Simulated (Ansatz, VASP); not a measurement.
## SnPtSe3S: VASP beside Ansatz

Aim: how closely do two programs agree when they are given the same cell, functional and k mesh? The cell is generated by rule, not measured, and may not be a known phase. The cell is taken from a series of runs on this material, whose earlier steps may have relaxed, scaled, displaced or heated it; both programs get it as it stands.

Main program and level: Ansatz 0.2.0; plane waves, with VASP 6.6.1 beside it; PBEsol.

The structure was built from a prototype and need not be the compound's stable phase.

**1. The structure**

It takes space group P3m1 (No. 156, trigonal). The conventional cell has a = 3.693 Å, b = 3.693 Å, c = 11.612 Å, α = 90.00°, β = 90.00°, γ = 120.00°. Nearest to Sn lie 3 S at 2.58 Å and 3 Se at 2.68 Å. Nearest to S lie 3 Sn at 2.58 Å. Se has 3 Sn at 2.68 Å nearest. Se has 3 Pt at 2.49 Å nearest. Nearest to Se lie 3 Pt at 2.49 Å. Pt has 6 Se at 2.49 Å nearest. It derives from Pt1S1Se3Sn1. Farther neighbours and most contacts between anions are not listed.

Coordinates:

```xyz
6
Lattice="3.6928 0.0000 0.0000 -1.8464 3.1981 0.0000 0.0000 0.0000 11.6122" Properties=species:S:1:pos:R:3 pbc="T T T"
Sn    0.0000    0.0000    2.8661
S     0.0000    2.1320    4.3240
Se    1.8464    1.0660    1.2399
Se    0.0000    0.0000   10.2761
Se    0.0000    2.1320    7.6992
Pt    1.8464    1.0660    8.9891
```

**2. VASP: single point, PBEsol**

A single point takes one fixed geometry, so differences don't come from the geometry; what else differs is listed under the comparison.

Lines of VASP's logs that name or quote its potential files are left out, and so is its time.

The input, INCAR:

```
SYSTEM = SnPtSe3S
PREC = Accurate
ENCUT = 500
EDIFF = 1E-06
NELM = 120
ISMEAR = -1
SIGMA = 0.02
LREAL = .FALSE.
ALGO = Normal
GGA = PS
NBANDS = 30
LASPH = .TRUE.
LORBIT = 11
LWAVE = .FALSE.
LCHARG = .FALSE.
ISIF = 2
GGA_COMPAT = .FALSE.
KPAR = 2
```

The input, POSCAR:

```
SnPtSe3S
1.0
    3.6928165810      0.0000000000      0.0000000000
   -1.8464082905      3.1980729707      0.0000000000
    0.0000000000      0.0000000000     11.6122179248
Sn S Se Pt
1 1 3 1
Direct
    0.0000000000      0.0000000000      0.2468148661
    0.3333333333      0.6666666667      0.3723652024
    0.6666666667      0.3333333333      0.1067768563
    0.0000000000      0.0000000000      0.8849343331
    0.3333333333      0.6666666667      0.6630235331
    0.6666666667      0.3333333333      0.7741054280
```

The input, KPOINTS:

```
Automatic mesh
0
Gamma
12 12 2
0 0 0
```

PAW data sets: Sn_d, S, Se and Pt (PBE family, release 64).

On the command line:

```sh
$ mpirun -np 2 vasp_std
```

Numbers of over 12 decimals in the logs are rounded to 6 here.

Log:

```text
[banner, memory and clock lines left out]
running    2 mpi-ranks, on    1 nodes
 distrk:  each k-point on    1 cores,    2 groups
 distr:  one band on    1 cores,    1 groups

 POSCAR found type information on POSCAR SnS SePt
 POSCAR found :  4 types and       6 ions
|                                                                             |
|               ----> ADVICE to this user running VASP <----                  |
|                                                                             |
|     You enforced a specific xc type in the INCAR file but a different       |
|     [... a line on the potential file left out ...]
|     I HOPE YOU KNOW WHAT YOU ARE DOING!                                     |
|                                                                             |

 LDA part: xc-table for (Slater+PW92), standard interpolation
 POSCAR, INCAR and KPOINTS ok, starting setup
 FFT: planning ... GRIDC
 FFT: planning ... GRID_SOFT
 FFT: planning ... GRID
 WAVECAR not read
 entering main loop
       N       E                     dE             d eps       ncg     rms          rms(c)
DAV:   1     0.425846274677E+03    0.42585E+03   -0.20920E+04  2310   0.168E+03
DAV:   2     0.267971394609E+02   -0.39905E+03   -0.38086E+03  2450   0.432E+02
DAV:   3    -0.279799723607E+02   -0.54777E+02   -0.51887E+02  2846   0.138E+02
DAV:   4    -0.305121915749E+02   -0.25322E+01   -0.24945E+01  2690   0.319E+01
DAV:   5    -0.305947917993E+02   -0.82600E-01   -0.82507E-01  3124   0.601E+00    0.154E+01
DAV:   6    -0.295720963875E+02    0.10227E+01   -0.53497E+00  2614   0.195E+01    0.920E+00
DAV:   7    -0.293753356110E+02    0.19676E+00   -0.18014E+00  2538   0.106E+01    0.425E+00
DAV:   8    -0.293263143211E+02    0.49021E-01   -0.16753E-01  2694   0.287E+00    0.107E+00
DAV:   9    -0.293187286861E+02    0.75856E-02   -0.45814E-02  2598   0.157E+00    0.300E-01
DAV:  10    -0.293183652180E+02    0.36347E-03   -0.60734E-03  2714   0.568E-01    0.170E-01
DAV:  11    -0.293184594007E+02   -0.94183E-04   -0.59220E-04  2722   0.156E-01    0.808E-02
DAV:  12    -0.293185020525E+02   -0.42652E-04   -0.12939E-04  2692   0.712E-02    0.191E-02
DAV:  13    -0.293185063991E+02   -0.43466E-05   -0.15792E-05  2810   0.303E-02    0.111E-02
DAV:  14    -0.293185076459E+02   -0.12469E-05   -0.47664E-06  2670   0.967E-03    0.628E-03
DAV:  15    -0.293185086091E+02   -0.96318E-06   -0.83799E-07  1686   0.546E-03
   1 F= -.29318509E+02 E0= -.29317950E+02  d E =-.111809E-02
```

Parts of OUTCAR (step 2):

```text
ion  position               nearest neighbor table
   1  0.000  0.000  0.247-   2 2.58   2 2.58   2 2.58   3 2.68   3 2.68   3 2.68
   2  0.333  0.667  0.372-   1 2.58   1 2.58   1 2.58
   3  0.667  0.333  0.107-   1 2.68   1 2.68   1 2.68
   4  0.000  0.000  0.885-   6 2.49   6 2.49   6 2.49
   5  0.333  0.667  0.663-   6 2.49   6 2.49   6 2.49
   6  0.667  0.333  0.774-   4 2.49   4 2.49   4 2.49   5 2.49   5 2.49   5 2.49

  LATTYP: Found a hexagonal cell.
 ALAT       =     3.6928165810
 C/A-ratio  =     3.1445422945

 Subroutine GETGRP returns: Found  6 space group operations
 (whereof  6 operations were pure point group operations)

The static configuration has the point symmetry C_3v.

 Found     38 irreducible k-points:

   k-points           NKPTS =     38   k-points in BZ     NKDIM =     38   number of bands    NBANDS=     30

   dimension x,y,z NGX =    28 NGY =   28 NGZ =   90
   dimension x,y,z NGXF=    56 NGYF=   56 NGZF=  180

   ENCUT  =  500.0 eV  36.75 Ry    6.06 a.u.   6.73  6.73 21.17*2*pi/ulx,y,z

   NELECT =      48.0000    total number of electrons

 k-points in reciprocal lattice and weights: Automatic mesh
   0.00000000  0.00000000  0.00000000       0.003
   0.08333333  0.00000000  0.00000000       0.021
   0.16666667 -0.00000000  0.00000000       0.021
   0.25000000  0.00000000  0.00000000       0.021
   0.33333333  0.00000000  0.00000000       0.021
   0.41666667  0.00000000  0.00000000       0.021
   0.50000000  0.00000000  0.00000000       0.010
   0.08333333  0.08333333  0.00000000       0.021
   0.16666667  0.08333333  0.00000000       0.042
[...]
0.33333333  0.25000000  0.50000000       0.042
   0.33333333  0.33333333  0.50000000       0.007

 average (electrostatic) potential at core
       1-102.0105       2 -86.4229       3 -52.8460       4 -53.2801       5 -53.1752
       6 -69.1806

 E-fermi :   5.3320

 k-point     1 :       0.0000    0.0000    0.0000
  band No.  band energies     occupation
    ...
     20       4.2889      2.00000
     21       4.2889      2.00000
     22       4.7319      2.00000
     23       4.7319      2.00000
     24       5.0413      2.00000
     25       6.5228      0.00000
     26       7.7690      0.00000
     27       7.7690      0.00000
     28       7.8245      0.00000
     29       9.2526      0.00000
    ...

 k-point     2 :       0.0833    0.0000    0.0000
  band No.  band energies     occupation
    ...
     20       3.9593      2.00000
     21       4.2724      2.00000
     22       4.6137      2.00000
     23       4.7375      2.00000
     24       5.2064      1.99625
     25       6.7703      0.00000
     26       7.2783      0.00000
     27       7.6446      0.00000
     28       8.2412      0.00000
     29       9.1613      0.00000
    ...

 k-point     3 :       0.1667   -0.0000    0.0000
  band No.  band energies     occupation
    ...
     20       3.1607      2.00000
     21       4.1881      2.00000
     22       4.5604      2.00000
     23       4.6684      2.00000
     24       5.2610      1.94395
     25       6.3814      0.00000
     26       6.9860      0.00000
     27       7.4272      0.00000
     28       8.6780      0.00000
     29       9.7075      0.00000
    ...

  Total        2.1327532      2.1327532      2.3375878      0.0000000      0.0000000     -0.0000000
  in kB       24.9166641     24.9166641     27.3097191      0.0000000      0.0000000     -0.0000000
  external PRESSURE =      25.7143491 kB  Pullay stress =       0.0000000 kB

  energy-cutoff  :      500.00
  volume of cell :      137.14
      direct lattice vectors                 reciprocal lattice vectors
     3.692816581  0.000000000  0.000000000     0.270796011  0.156344150  0.000000000
    -1.846408291  3.198072971  0.000000000     0.000000000  0.312688300  0.000000000
     0.000000000  0.000000000 11.612217925     0.000000000  0.000000000  0.086116193

 POSITION                                       TOTAL-FORCE (eV/Angst)
 -----------------------------------------------------------------------------------
      0.00000      0.00000      2.86607        -0.000000     -0.000000      0.050398
     -0.00000      2.13205      4.32399         0.000000      0.000000     -0.006367
      1.84641      1.06602      1.23992        -0.000000      0.000000     -0.005033
      0.00000      0.00000     10.27605         0.000000     -0.000000      0.003149
     -0.00000      2.13205      7.69917        -0.000000      0.000000     -0.029118
      1.84641      1.06602      8.98908         0.000000     -0.000000     -0.013028
 -----------------------------------------------------------------------------------
    total drift:                               -0.000000      0.000000     -0.000631

  FREE ENERGIE OF THE ION-ELECTRON SYSTEM (eV)
  ---------------------------------------------------
  free  energy   TOTEN  =       -29.3185086091 eV

  energy  without entropy=      -29.3173905194  energy(sigma->0) =      -29.31794956

 total charge
# of ion       s       p       d       tot
------------------------------------------
    1        1.055   1.053  10.128  12.236
    2        1.362   2.308   0.000   3.670
    3        1.492   2.307   0.036   3.834
    4        1.485   2.239   0.069   3.794
    5        1.483   2.247   0.064   3.794
    6        0.688   0.733   8.039   9.460
--------------------------------------------------
tot          7.565  10.887  18.336  36.788

[... 3 further parts left out ...]
```

The run ends at a pressure of 2.57 GPa, with forces up to 0.050 eV/Å.

**3. Ansatz: single point, PBEsol**

Ansatz runs on its PAW soft_1 files.

The same cell, functional, mesh and smearing now go to Ansatz, which takes its cutoff from its data sets.

The input, input.yaml:

```yaml
crystal:
  lattice:
    - [3.692816581, 0.0, 0.0]
    - [-1.8464082905, 3.1980729707, 0.0]
    - [0.0, 0.0, 11.6122179248]
  atoms:
    - { symbol: Sn, position: [0.0, 0.0, 0.2468148661] }
    - { symbol: S, position: [0.3333333333, 0.6666666667, 0.3723652024] }
    - { symbol: Se, position: [0.6666666667, 0.3333333333, 0.1067768563] }
    - { symbol: Pt, position: [0.6666666667, 0.3333333333, 0.774105428] }
    - { symbol: Se, position: [0.0, 0.0, 0.8849343331] }
    - { symbol: Se, position: [0.3333333333, 0.6666666667, 0.6630235331] }
kpoints:
  mp_grid: { grid: [12, 12, 2] }
  band_path:
    path:
      - [[0.0, 0.0, 0.0], [0.5, 0.0, 0.0], [0.33333333, 0.33333333, 0.0], [0.0, 0.0, 0.0], [0.0, 0.0, 0.5], [0.5, 0.0, 0.5], [0.33333333, 0.33333333, 0.5], [0.0, 0.0, 0.5]]
      - [[0.5, 0.0, 0.5], [0.5, 0.0, 0.0]]
      - [[0.33333333, 0.33333333, 0.5], [0.33333333, 0.33333333, 0.0]]
    npoints: 10
hamiltonian:
  xc: pbesol
  pseudopotentials: { kind: paw, azcp: { folder: soft_1 }, xc_functional: pbe }
scf:
  occupations: { method: fermi_dirac, width: 0.02 }
  n_extra_bands: 6
output:
  eigenvalues: true
  forces: true
  stress: true
  write_density: true
  write_potential: true
  elf: true
  volumetric_format: npy
```

On the command line:

```sh
$ ansatz run input.yaml --threads 2 --pin off --max-ram 92160MiB --backend cuda --events-out ev --progress --plain --runs-dir out --devices 1 --max-vram 13GiB
```

Log:

```text
scf.n_extra_bands = 6 over 43 filled bands (N_el = 86.0): the run solves 49 bands
GPUs: using 1 of 1 available (devices: 1).
Engine: ansatz 0.2.0, x86_64-unknown-linux-gnu
Pseudopotentials: kind: paw
Pseudopotential: Sn, paw, valence charge 14, recommended cutoff 420 eV (normal), soft_1/Sn.paw.azcp
Pseudopotential: S, paw, valence charge 6, recommended cutoff 420 eV (normal), soft_1/S.paw.azcp
Pseudopotential: Se, paw, valence charge 16, recommended cutoff 420 eV (normal), soft_1/Se.paw.azcp
Pseudopotential: Pt, paw, valence charge 18, recommended cutoff 420 eV (normal), soft_1/Pt.paw.azcp
Functional definition: PBEsol
  exchange = pbesol_x
  correlation = pbesol_c
device memory: the entry about to start is reckoned to put 4.0 GiB on a device that reports 58.1 GiB free (of which the cap on the GPU budget leaves the run 13.0 GiB)
GPU FFT provider: cuFFT
GPU libraries: cuBLAS 13.8.2, cuFFT 12.4.0, cuSOLVER 12.3.4
Crystal: 6 atoms, lattice volume = 137.139 Å³
Basis set: ecut = 420 eV, 2667 PW (Γ), exchange–correlation on 50×50×160 points (8 copies of the dense FFT grid, shifted against one another)
Bands: 49, of which v1, the nominal top of the filled ones, is band 43 counted from 1 (42 counted from 0)
Symmetry: 6 space group operations
Space group: P3m1 (ITA 156), of the structure as read, at distance tolerance 5.2e-5 Å
k-points: 38 of 288 (time reversal used)
Non-local potential: Sn, projectors of the file, l = 0: 2, l = 1: 2, l = 2: 2, l = 3: 1
Non-local potential: S, projectors of the file, l = 0: 2, l = 1: 2, l = 2: 1
Non-local potential: Se, projectors of the file, l = 0: 2, l = 1: 2, l = 2: 3, l = 3: 1
Non-local potential: Pt, projectors of the file, l = 0: 3, l = 1: 2, l = 2: 2, l = 3: 1
PAW form: soft (Blöchl's): semilocal exchange-correlation on the pseudo side does not see the compensation charge
PAW frozen core: Sn, regenerated for the run's functional, and the local potential with it (the file was generated under x = pbe(κ = 0.804, μ = 0.219515), c = pbe(β = 0.066725))
PAW frozen core: S, regenerated for the run's functional, and the local potential with it (the file was generated under x = pbe(κ = 0.804, μ = 0.219515), c = pbe(β = 0.066725))
PAW frozen core: Se, regenerated for the run's functional, and the local potential with it (the file was generated under x = pbe(κ = 0.804, μ = 0.219515), c = pbe(β = 0.066725))
PAW frozen core: Pt, regenerated for the run's functional, and the local potential with it (the file was generated under x = pbe(κ = 0.804, μ = 0.219515), c = pbe(β = 0.066725))
PAW one-centre angular grid: Sn, 590 points (default); XC on 64 Gauss nodes
PAW one-centre angular grid: S, 110 points (default); XC on 64 Gauss nodes
PAW one-centre angular grid: Se, 590 points (default); XC on 64 Gauss nodes
PAW one-centre angular grid: Pt, 590 points (default); XC on 64 Gauss nodes
Initial density: superposition of atomic densities (chi_scale 0.1, normalization cell, long waves 7 % of neutral atoms (reshape's long-wave potential 1.07 eV rms, cloud 2.59 Å wide))
Initial wavefunctions: pseudopotential atomic-orbital guess
GPU buffer pool allocated for 50000 grid points (all kernels)
GPU transforms: local potential and band sums: pruned to the plane-wave sphere, on 25×25×80
Functional: x = pbesol(κ = 0.804, μ = 0.123457), c = pbesol(β = 0.046)
SCF iter   1: F=—  HF=-35499.149966 eV  |F-HF|=—  |Δ(HF+E_count)|=         —  Δρ=7.12e-2  dr2=6.61e1  ethr=3.10e-3  ⟨swp⟩=8.7  Hψ=7907  notcnv=0
preconditioner: auto → LDOS  [metal: Δε(μ)=0.012 eV  Ē_g=8.202 eV  σ=0.020 eV  W_gap=0.14  n_scr=38 (ndim 8)  ℏωp=19.5 eV  f_vac=0.079  D(μ)=4.33/eV (n_scr^D=38)  β→1.0]
SCF iter   2: F=—  HF=-35495.866745 eV  |F-HF|=—  |Δ(HF+E_count)|=    3.28e0  Δρ=3.28e-2  dr2=3.47e0  ethr=3.10e-3  ⟨swp⟩=4.7  Hψ=3921  notcnv=0  defer=38
preconditioner: auto → Resta (q_TF=auto, 2.524 Å⁻¹)  ε∞=4.5  [insulator: Δε(μ)=0.433 eV  Ē_g=11.813 eV  σ=0.020 eV  W_gap=1.00  n_scr=38 (ndim 8)  ℏωp=22.0 eV  f_vac=0.099  D(μ)=0.00/eV (n_scr^D=0)  ε∞_Penn≈4.5  β→0.5]
SCF iter   3: F=—  HF=-35495.149520 eV  |F-HF|=—  |Δ(HF+E_count)|=   7.17e-1  Δρ=1.84e-2  dr2=1.26e0  ethr=3.10e-3  ⟨swp⟩=3.7  Hψ=3559  notcnv=0  defer=38
SCF iter   4: F=—  HF=-35494.978732 eV  |F-HF|=—  |Δ(HF+E_count)|=   1.71e-1  Δρ=5.96e-3  dr2=1.80e-1  ethr=1.46e-3  ⟨swp⟩=3.2  Hψ=2749  notcnv=0  defer=19
SCF iter   5: F=—  HF=-35494.957177 eV  |F-HF|=—  |Δ(HF+E_count)|=   2.16e-2  Δρ=3.54e-3  dr2=6.44e-2  ethr=2.09e-4  ⟨swp⟩=3.3  Hψ=2232  notcnv=0  defer=19
SCF iter   6: F=—  HF=-35494.948490 eV  |F-HF|=—  |Δ(HF+E_count)|=   8.69e-3  Δρ=1.82e-3  dr2=2.83e-2  ethr=7.49e-5  ⟨swp⟩=3.0  Hψ=2594  notcnv=0  defer=38
SCF iter   7: F=—  HF=-35494.945843 eV  |F-HF|=—  |Δ(HF+E_count)|=   2.65e-3  Δρ=5.53e-4  dr2=1.49e-3  ethr=3.29e-5  ⟨swp⟩=3.2  Hψ=2378  notcnv=0  defer=38
SCF iter   8: F=—  HF=-35494.945616 eV  |F-HF|=—  |Δ(HF+E_count)|=   2.27e-4  Δρ=2.56e-4  dr2=3.43e-4  ethr=1.73e-6  ⟨swp⟩=2.0  Hψ=2533  notcnv=0  defer=38
SCF iter   9: F=—  HF=-35494.945720 eV  |F-HF|=—  |Δ(HF+E_count)|=   1.04e-4  Δρ=1.05e-4  dr2=3.52e-5  ethr=3.99e-7  ⟨swp⟩=2.1  Hψ=2582  notcnv=0  defer=38
SCF iter  10: F=—  HF=-35494.945894 eV  |F-HF|=—  |Δ(HF+E_count)|=   1.74e-4  Δρ=3.21e-5  dr2=4.47e-6  ethr=4.10e-8  ⟨swp⟩=2.0  Hψ=2701  notcnv=0  defer=38
SCF iter  11: F=—  HF=-35494.945895 eV  |F-HF|=—  |Δ(HF+E_count)|=   1.90e-6  Δρ=1.11e-5  dr2=3.38e-7  ethr=5.20e-9  ⟨swp⟩=2.0  Hψ=3118  notcnv=0  defer=38
SCF iter  12: F=-35494.945896 eV  HF=-35494.945896 eV  |F-HF|=3.04e-8  |Δ(HF+E_count)|=   2.69e-7  Δρ=3.90e-6  dr2=3.97e-8  ethr=1.16e-10  ⟨swp⟩=17.1  Hψ=18751  notcnv=0
SCF 1 converged in 12 iterations: F = -35494.945896 eV  dr2 = 3.97e-8
  greatest PAW one-centre occupation: 1.000 electrons in one spin orbital (limit 2), on the Pt atom at site 3 (counted from 0), in its partial waves of l = 0
device memory: the entry about to start is reckoned to put 1.9 GiB on a device that reports 58.7 GiB free (of which the cap on the GPU budget leaves the run 13.0 GiB)
NSCF: frozen V_eff on 93 k-points
SCF converged after 12 iterations
Free energy (F): -35494.945896 eV
Harris-Foulkes:  -35494.945896 eV  (|F-HF|=3.04e-8)
Internal energy: -35494.944785 eV  (E = F + TS)
E sigma→0 (E₀):  -35494.945341 eV
Entropy (-TS):   -0.001110 eV (-0.185 meV/atom)
Fermi energy:    9.683070 eV
--- Per-component energies (eV) ---
  E_band       = -1561.785922
  E_kinetic    = 1204.995529
  E_local      = -15435.912361  (includes V_loc(G=0)·N_el)
  E_nonlocal   = -668.330542
  E_hartree    = 7634.330575
  E_xc         = -697.829452
  E_vxc        = -705.575260  (∫ρ·V_xc dr)
  E_paw        = -20495.798234  (= ΣΔE_a)
  E_vpaw       = -1225.623717  (= ΣTr[D̂ρ^β])
  E_aug_tail   = 0.000325  (compensation charges beyond the density's cutoff)
  E_ewald      = -7040.059801
  E_core_change = 3.659176  (= ΣΔE_core)
  E_smearing   = -0.001110  (= −TS)
  E_closure    = -0.000000  (closes the sum)
  Σ components = -35494.945896   (vs F -35494.945896, Δ=0.00e0)
--- Forces (eV/Å), atoms counted from 1 ---
  atom   1  Sn     0.00000000     0.00000000     0.03343256
  atom   2  S      0.00000000    -0.00000000    -0.00949764
  atom   3  Se    -0.00000000     0.00000000     0.01571819
  atom   4  Pt    -0.00000000     0.00000000    -0.01220207
  atom   5  Se    -0.00000000     0.00000000    -0.01136341
  atom   6  Se    -0.00000000    -0.00000000    -0.01607923
  max |Σ_I F_I| component: 8.40e-6 eV/Å
--- Stress (GPa, compression-positive) ---
        2.431290       0.000000       0.000000
        0.000000       2.431290       0.000000
        0.000000       0.000000       2.659295
  P = ⅓ Tr σ = 2.5073 GPa (25.073 kbar)
--- Band table (eV; the first three rows and the last of 38) ---
  k-point 0: bands = [... 39 lower, 8.6386, 9.0843, 9.0843, 9.3944, 10.8652, 12.1226, 12.1226, 12.1756, ... 2 higher]
  k-point 1: bands = [... 39 lower, 8.6602, 8.6602, 9.0659, 9.0659, 11.1590, 12.1228, 12.1228, 12.1880, ... 2 higher]
  k-point 2: bands = [... 39 lower, 8.6225, 8.9685, 9.0903, 9.5586, 11.1145, 11.6328, 11.9986, 12.5911, ... 2 higher]
  k-point 37: bands = [... 39 lower, 7.2736, 7.9628, 8.0895, 8.3665, 10.6174, 10.7226, 11.1287, 13.7711, ... 2 higher]
```

The column dr2 measures how far the density is from self-consistency, as an energy; F and HF (Harris–Foulkes) agree once it is small.

**4. Side by side**

Known differences besides the potentials themselves: the data sets hold 86 valence electrons in Ansatz (on its PAW soft_1 files) and 48 in VASP; the cutoff is 420 eV in Ansatz and 500 eV in VASP; Ansatz makes its cores anew for this functional, VASP keeps those of its PBE data sets. Total energies have different zeros and are not compared.

Both answers:

| quantity | Ansatz | VASP | difference |
| --- | --- | --- | --- |
| pressure (GPa) | 2.51 | 2.57 | -0.06 |

The largest component of a force difference here is 21 meV/Å.

**5. What came out**

- difference in pressure (single point, PBEsol): -0.064 GPa
- r.m.s. force difference (single point, PBEsol): 7.8 meV/Å

In words: The r.m.s. force difference is 7.8 meV/Å (single point, PBEsol), within the 12 meV/Å picked in this series as the mark of a large difference. The data sets hold unlike numbers of valence electrons (86 in Ansatz and 48 in VASP), so part of the differences may come from the potentials. Such differences can come from data sets, numerical settings and the points named under the comparisons, not from the functional's error against experiment.

[Lines on the potential files, build, host, timing and source positions are cut from VASP's logs without a mark.]

[Logs are printed without paths, hosts, clocks, repeated set-up lines and the standing remarks that a program may print on its own settings, such as how far it seeks lower states.]

[Hosts, paths, dates, database ids (printed as entryN), source tags and the programs' standing remarks are cut or masked in the printed files.]
